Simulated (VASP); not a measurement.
Given:

```xyz
8
Lattice="0.0000 2.6137 2.6137 2.6137 0.0000 2.6137 10.4850 10.4850 -0.0304" Properties=species:S:1:pos:R:3 pbc="T T T"
Sr     2.6736     2.6736     5.1674
Sr     5.2349     5.2349     5.2197
Sr     5.1825     5.1825     0.0448
O      2.6482     2.6482     2.5791
O      5.2079     5.2079     2.6330
O      7.7687     7.7687     2.6859
O     10.5724    10.5724     2.4958
Ba    10.4774    10.4774     5.2045
```

Calculation: PBEsol GGA, VASP's PBE PAW potentials (set 64) (plane waves; VASP 6.6.1). Run with 520 eV cut-off, 8×8×2 Γ-centred mesh, tetrahedra with Blöchl corrections, potentials Sr_sv O Ba_sv.

Unless said otherwise, spin-orbit coupling is left out, though it shifts the bands of the heavy elements here.

### Question
Tabulate the total density of states (states/eV per cell) against energy (eV; zero at the valence-band maximum or, without a gap, the Fermi level).

### Answer

(E (eV), DOS (states/eV)): (-9.95, 2.91); (-9.25, 0.00); (-8.66, 0.00); (-7.96, 0.00); (-7.26, 0.00); (-6.56, 0.00); (-5.97, 0.00); (-5.27, 0.00); (-4.57, 0.00); (-3.99, 0.00); (-3.29, 0.00); (-2.59, 0.00); (-2.00, 0.73); (-1.30, 8.71); (-0.60, 23.2); (0.10, 0.00); (0.69, 0.00); (1.39, 0.00); (2.09, 0.00); (2.67, 0.10); (3.37, 1.01); (4.07, 1.77); (4.77, 2.13); (5.36, 4.77); (6.06, 4.75)
Within 2 eV below the valence-band maximum the largest weight inside VASP's projection spheres is O p.

The structure was generated: BaSr3O4 was put into an ordered model structure (R-3m), which need not be its known phase. It was relaxed first.
